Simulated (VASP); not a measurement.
# Cs2AgBiBr6: the band gap, functional by functional, part 3 of 4

Aim: the gap of Cs2AgBiBr6 on one structure at many levels of theory. The starting structure is a cell with measured lattice constants from the literature and the atomic positions of a Crystallography Open Database entry. The atoms were first relaxed with LDA in that cell, in a run that isn't shown, and the relaxed structure is the one below. Meshes and data sets differ where the inputs say so.

VASP 6.6.1.

Results so far: LDA 1.065 eV; PBE 1.213 eV; r2SCAN 1.575 eV; LDA+U (Ag d 5 eV) 1.454 eV; r2SCAN+U (Ag d 2.5 eV) 1.810 eV.

**8. Bands with LDA + spin-orbit coupling**

Level of this step: LDA, spin-orbit coupling; plane waves and PAW (Bi_d, Cs_sv, Ag, Br) (VASP).

Spin-orbit coupling is switched on in this step.

Contents of INCAR:

```
SYSTEM = Cs2AgBiBr6
PREC = Accurate
ENCUT = 350
EDIFF = 1E-06
NELM = 100
ISMEAR = 0
SIGMA = 0.03
LREAL = .FALSE.
ALGO = Normal
GGA = CA
LNONCOLLINEAR = .TRUE.
MAGMOM = 0 0 0 0 0 0 0 0 0 0 0 0 0 0 0 0 0 0 0 0 0 0 0 0 0 0 0 0 0 0
NBANDS = 106
GGA_COMPAT = .FALSE.
LASPH = .TRUE.
LSORBIT = .TRUE.
LMAXMIX = 4
LORBIT = 11
LWAVE = .FALSE.
LCHARG = .FALSE.
KPAR = 8
NCORE = 2
```

Contents of POSCAR:

```
Cs2AgBiBr6
1.0
    0.0000000000      5.6333000000      5.6333000000
    5.6333000000      0.0000000000      5.6333000000
    5.6333000000      5.6333000000      0.0000000000
Bi Cs Ag Br
1 2 1 6
Direct
    0.0000000000      0.0000000000      0.0000000000
    0.7500000000      0.7500000000      0.7500000000
    0.2500000000      0.2500000000      0.2500000000
    0.5000000000      0.5000000000      0.5000000000
    0.7461466466      0.7461466466      0.2538533534
    0.2538533534      0.2538533534      0.7461466466
    0.7461466466      0.2538533534      0.2538533534
    0.7461466466      0.2538533534      0.7461466466
    0.2538533534      0.7461466466      0.7461466466
    0.2538533534      0.7461466466      0.2538533534
```

Contents of KPOINTS:

```
Automatic mesh
0
Gamma
4 4 4
0 0 0
```

Contents of KPOINTS_OPT:

```
Line mode
8
Line-mode
Reciprocal
  0.00000000   0.00000000   0.00000000 GAMMA
  0.50000000   0.00000000   0.50000000 X

  0.50000000   0.00000000   0.50000000 X
  0.50000000   0.25000000   0.75000000 W

  0.50000000   0.25000000   0.75000000 W
  0.37500000   0.37500000   0.75000000 K

  0.37500000   0.37500000   0.75000000 K
  0.00000000   0.00000000   0.00000000 GAMMA

  0.00000000   0.00000000   0.00000000 GAMMA
  0.50000000   0.50000000   0.50000000 L

  0.50000000   0.50000000   0.50000000 L
  0.62500000   0.25000000   0.62500000 U

  0.62500000   0.25000000   0.62500000 U
  0.50000000   0.25000000   0.75000000 W

  0.50000000   0.25000000   0.75000000 W
  0.50000000   0.50000000   0.50000000 L

  0.50000000   0.50000000   0.50000000 L
  0.37500000   0.37500000   0.75000000 K

  0.62500000   0.25000000   0.62500000 U
  0.50000000   0.00000000   0.50000000 X
```

The projector-augmented-wave data sets are Bi_d, Cs_sv, Ag and Br (LDA family, release 64).

Started as:

```bash
$ mpirun -np 16 vasp_ncl
```

Log:

```text
[... set-up lines as in an earlier step ...]
 entering main loop
       N       E                     dE             d eps       ncg     rms          rms(c)
DAV:   1     0.600032612178E+03    0.60003E+03   -0.29996E+04  1784   0.106E+03
DAV:   2     0.328387178691E+02   -0.56719E+03   -0.54879E+03  2064   0.264E+02
DAV:   3    -0.338086213795E+02   -0.66647E+02   -0.66091E+02  2024   0.113E+02
DAV:   4    -0.364203574508E+02   -0.26117E+01   -0.26024E+01  2048   0.274E+01
[...]
DAV:  11    -0.352790331490E+02   -0.48374E-04   -0.31379E-04  2056   0.697E-02    0.519E-02
DAV:  12    -0.352790578564E+02   -0.24707E-04   -0.69732E-05  2176   0.408E-02    0.140E-02
DAV:  13    -0.352790579085E+02   -0.52130E-07   -0.58929E-06  1840   0.136E-02
   1 F= -.35279058E+02 E0= -.35279058E+02  d E =-.427780E-13  mag=     0.0000    -0.0000     0.0000
 Start KPOINTS_OPT (optional k-point list driver)
k-point batch [1-8\80]
       N       E                     dE             ncg
DAV:   1     0.255750436158E+03   -0.41918E+04     1816
DAV:   2    -0.426564830993E+04   -0.45214E+04     2032
DAV:   3    -0.480227280836E+04   -0.53662E+03     2040
DAV:   4    -0.482194902768E+04   -0.19676E+02     2016
DAV:   5    -0.482275620883E+04   -0.80718E+00     2400
DAV:   6    -0.482277310693E+04   -0.16898E-01     2304
DAV:   7    -0.482277355110E+04   -0.44418E-03     2448
DAV:   8    -0.482277355700E+04   -0.58950E-05     2320
DAV:   9    -0.482277355713E+04   -0.12855E-06     1352
[...]
k-point batch [73-80\80]
       N       E                     dE             ncg
DAV:   1     0.246465628401E+03   -0.96790E+04     1792
DAV:   2    -0.430316491178E+04   -0.45496E+04     2070
DAV:   3    -0.481792546639E+04   -0.51476E+03     2024
DAV:   4    -0.483678902054E+04   -0.18864E+02     2048
DAV:   5    -0.483751405077E+04   -0.72503E+00     2280
DAV:   6    -0.483753768978E+04   -0.23639E-01     2376
DAV:   7    -0.483753811927E+04   -0.42949E-03     2384
DAV:   8    -0.483753812533E+04   -0.60570E-05     2336
DAV:   9    -0.483753812543E+04   -0.96560E-07     1312
```

It took 2.4 min on 16 MPI ranks of AMD EPYC 9R45, shared host; peak memory 9.7 GiB; 35 min of CPU time.

From OUTCAR (step 8):

```text
  Total       -4.3975091     -4.3975091     -4.3975091      0.0000000      0.0000000     -0.0000000
  in kB      -19.7060097    -19.7060097    -19.7060097      0.0000000      0.0000000     -0.0000000
  external PRESSURE =     -19.7060097 kB  Pullay stress =       0.0000000 kB

 POSITION                                       TOTAL-FORCE (eV/Angst)
 -----------------------------------------------------------------------------------
      0.00000      0.00000      0.00000         0.000000      0.000000     -0.000000
      8.44995      8.44995      8.44995         0.000000      0.000000     -0.000000
      2.81665      2.81665      2.81665         0.000000      0.000000     -0.000000
      5.63330      5.63330      5.63330         0.000000      0.000000     -0.000000
      5.63330      5.63330      8.40654         0.000000      0.000000     -0.076347
      5.63330      5.63330      2.86006         0.000000      0.000000      0.076347
      2.86006      5.63330      5.63330         0.076347      0.000000     -0.000000
      5.63330      8.40654      5.63330         0.000000     -0.076347     -0.000000
      8.40654      5.63330      5.63330        -0.076347      0.000000     -0.000000
      5.63330      2.86006      5.63330         0.000000      0.076347     -0.000000
 -----------------------------------------------------------------------------------
    total drift:                               -0.000000     -0.000000     -0.000000

  FREE ENERGIE OF THE ION-ELECTRON SYSTEM (eV)
  ---------------------------------------------------
  free  energy   TOTEN  =       -35.2790579085 eV

  energy  without entropy=      -35.2790579085  energy(sigma->0) =      -35.27905791

 magnetization (x)
# of ion       s       p       d       tot
------------------------------------------
    1        0.000  -0.000   0.000   0.000
    2        0.000   0.000   0.000   0.000
    3       -0.000  -0.000   0.000  -0.000
    4        0.000   0.000  -0.000   0.000
    5        0.000  -0.000   0.000  -0.000
    6        0.000   0.000   0.000   0.000
    7        0.000   0.000   0.000   0.000
    8       -0.000  -0.000   0.000  -0.000
    9        0.000   0.000   0.000   0.000
   10       -0.000  -0.000  -0.000  -0.000
--------------------------------------------------
tot         -0.000  -0.000   0.000  -0.000

 magnetization (y)
# of ion       s       p       d       tot
------------------------------------------
    1       -0.000  -0.000   0.000  -0.000
    2        0.000  -0.000   0.000  -0.000
    3        0.000   0.000   0.000   0.000
    4        0.000  -0.000   0.000   0.000
    5       -0.000   0.000  -0.000  -0.000
    6        0.000  -0.000  -0.000  -0.000
    7        0.000   0.000   0.000   0.000
    8        0.000   0.000   0.000   0.000
    9        0.000   0.000   0.000   0.000
   10        0.000   0.000   0.000   0.000
--------------------------------------------------
tot          0.000  -0.000   0.000   0.000

 magnetization (z)
# of ion       s       p       d       tot
------------------------------------------
    1       -0.000  -0.000  -0.000  -0.000
    2        0.000  -0.000   0.000   0.000
    3       -0.000  -0.000   0.000  -0.000
    4        0.000   0.000   0.000   0.000
    5        0.000   0.000   0.000   0.000
    6        0.000   0.000   0.000   0.000
    7       -0.000  -0.000  -0.000  -0.000
    8        0.000   0.000   0.000   0.000
    9       -0.000  -0.000  -0.000  -0.000
   10        0.000   0.000   0.000   0.000
--------------------------------------------------
tot          0.000  -0.000   0.000  -0.000

[... 1 part as in an earlier step ...]

[... 2 further parts left out ...]
[key lines of the parts left out:]
E-fermi :   1.3446
```

LDA + spin-orbit coupling gives a least gap of 0.918 eV, and a least direct gap of 1.643 eV. The least gap is -0.148 eV from that of LDA.

**9. Bands with r2SCAN + spin-orbit coupling**

INCAR, as its differences from that of step 8:

```diff
@@ -9,3 +9,4 @@
 ALGO = Normal
-GGA = CA
+METAGGA = R2SCAN
+LASPH = .TRUE.
 LNONCOLLINEAR = .TRUE.
@@ -14,3 +15,2 @@
 GGA_COMPAT = .FALSE.
-LASPH = .TRUE.
 LSORBIT = .TRUE.
```

POSCAR is that of step 8.

KPOINTS is that of step 8.

KPOINTS_OPT is that of step 8.

PAW data sets: Bi_d, Cs_sv, Ag and Br (PBE family, release 64).

Started as:

```bash
$ mpirun -np 16 vasp_ncl
```

Log:

```text
[... set-up lines as in an earlier step ...]
 entering main loop
       N       E                     dE             d eps       ncg     rms          rms(c)
DAV:   1     0.411614446957E+03    0.41161E+03   -0.30599E+04  1784   0.108E+03
DAV:   2    -0.171624485274E+03   -0.58324E+03   -0.56452E+03  2048   0.271E+02
DAV:   3    -0.241161220956E+03   -0.69537E+02   -0.68929E+02  2032   0.117E+02
DAV:   4    -0.243826209224E+03   -0.26650E+01   -0.26532E+01  2040   0.279E+01
[...]
DAV:  13    -0.223524811808E+03   -0.26659E-04   -0.50352E-05  2136   0.383E-02    0.167E-02
DAV:  14    -0.223524819947E+03   -0.81385E-05   -0.16455E-05  1998   0.294E-02    0.755E-03
DAV:  15    -0.223524819943E+03    0.35852E-08   -0.28693E-06  1664   0.112E-02
   1 F= -.22352482E+03 E0= -.22352482E+03  d E =-.204377E-17  mag=    -0.0000    -0.0000    -0.0000
 Start KPOINTS_OPT (optional k-point list driver)
k-point batch [1-8\80]
       N       E                     dE             ncg
DAV:   1     0.247471677239E+03   -0.42001E+04     1824
DAV:   2    -0.454436274560E+04   -0.47918E+04     2040
DAV:   3    -0.509357469169E+04   -0.54921E+03     2032
DAV:   4    -0.511199115005E+04   -0.18416E+02     2032
DAV:   5    -0.511269935175E+04   -0.70820E+00     2408
DAV:   6    -0.511271639828E+04   -0.17047E-01     2336
DAV:   7    -0.511271674663E+04   -0.34835E-03     2440
DAV:   8    -0.511271675277E+04   -0.61376E-05     2296
DAV:   9    -0.511271675288E+04   -0.11332E-06     1328
[...]
k-point batch [73-80\80]
       N       E                     dE             ncg
DAV:   1     0.237222912982E+03   -0.96882E+04     1792
DAV:   2    -0.458243420047E+04   -0.48197E+04     2084
DAV:   3    -0.510788680845E+04   -0.52545E+03     2032
DAV:   4    -0.512495062365E+04   -0.17064E+02     2040
DAV:   5    -0.512559046148E+04   -0.63984E+00     2352
DAV:   6    -0.512561010111E+04   -0.19640E-01     2392
DAV:   7    -0.512561034506E+04   -0.24395E-03     2384
DAV:   8    -0.512561035096E+04   -0.59022E-05     2336
DAV:   9    -0.512561035105E+04   -0.90840E-07     1304
```

Elapsed: 9.4 min, on 16 MPI ranks; peak memory 11 GiB; 2.4 h of CPU time.

From OUTCAR (step 9):

```text
  Total        0.7640779      0.7640779      0.7640779     -0.0000000      0.0000000     -0.0000000
  in kB        3.4239671      3.4239671      3.4239671     -0.0000000      0.0000000     -0.0000000
  external PRESSURE =       3.4239671 kB  Pullay stress =       0.0000000 kB

 POSITION                                       TOTAL-FORCE (eV/Angst)
 -----------------------------------------------------------------------------------
      0.00000      0.00000      0.00000        -0.000000     -0.000000      0.000000
      8.44995      8.44995      8.44995        -0.000000     -0.000000      0.000000
      2.81665      2.81665      2.81665        -0.000000     -0.000000      0.000000
      5.63330      5.63330      5.63330        -0.000000     -0.000000      0.000000
      5.63330      5.63330      8.40654        -0.000000     -0.000000      0.081212
      5.63330      5.63330      2.86006        -0.000000     -0.000000     -0.081212
      2.86006      5.63330      5.63330        -0.081212     -0.000000      0.000000
      5.63330      8.40654      5.63330        -0.000000      0.081212      0.000000
      8.40654      5.63330      5.63330         0.081212     -0.000000      0.000000
      5.63330      2.86006      5.63330        -0.000000     -0.081212      0.000000
 -----------------------------------------------------------------------------------
    total drift:                               -0.000000     -0.000000     -0.000000

  FREE ENERGIE OF THE ION-ELECTRON SYSTEM (eV)
  ---------------------------------------------------
  free  energy   TOTEN  =      -223.5248199430 eV

  energy  without entropy=     -223.5248199430  energy(sigma->0) =     -223.52481994

 magnetization (x)
# of ion       s       p       d       tot
------------------------------------------
    1       -0.000   0.000   0.000  -0.000
    2        0.000   0.000   0.000   0.000
    3       -0.000   0.000  -0.000  -0.000
    4        0.000   0.000   0.000   0.000
    5       -0.000   0.000   0.000   0.000
    6       -0.000   0.000   0.000   0.000
    7        0.000   0.000   0.000   0.000
    8        0.000  -0.000  -0.000  -0.000
    9        0.000   0.000   0.000   0.000
   10        0.000  -0.000  -0.000  -0.000
--------------------------------------------------
tot         -0.000   0.000   0.000  -0.000

 magnetization (y)
# of ion       s       p       d       tot
------------------------------------------
    1        0.000   0.000  -0.000   0.000
    2        0.000   0.000   0.000   0.000
    3       -0.000   0.000   0.000  -0.000
    4       -0.000   0.000   0.000  -0.000
    5        0.000  -0.000   0.000  -0.000
    6        0.000  -0.000  -0.000  -0.000
    7       -0.000   0.000   0.000   0.000
    8        0.000   0.000   0.000   0.000
    9       -0.000   0.000   0.000   0.000
   10        0.000   0.000   0.000   0.000
--------------------------------------------------
tot         -0.000   0.000   0.000   0.000

 magnetization (z)
# of ion       s       p       d       tot
------------------------------------------
    1        0.000   0.000   0.000   0.000
    2        0.000  -0.000   0.000  -0.000
    3        0.000  -0.000   0.000   0.000
    4       -0.000  -0.000   0.000  -0.000
    5        0.000   0.000  -0.000  -0.000
    6        0.000   0.000  -0.000  -0.000
    7        0.000  -0.000  -0.000  -0.000
    8       -0.000   0.000   0.000   0.000
    9        0.000  -0.000  -0.000  -0.000
   10        0.000   0.000   0.000   0.000
--------------------------------------------------
tot          0.000  -0.000   0.000   0.000

[... 2 parts as in an earlier step ...]

[... 1 further part left out ...]
[key lines of the parts left out:]
E-fermi :   1.2771
```

r2SCAN + spin-orbit coupling gives a least gap of 1.368 eV, and a least direct gap of 1.991 eV. The least gap is -0.207 eV from that of r2SCAN.

(Part 3 of 4 ends here.)

[Lines on the potential files, build, host, timing and source positions are cut from VASP's logs without a mark.]

[Logs are printed without paths, hosts, clocks, repeated set-up lines and the standing remarks that a program may print on its own settings, such as how far it seeks lower states.]

[Hosts, paths, dates, database ids (printed as entryN), source tags and the programs' standing remarks are cut or masked in the printed files.]
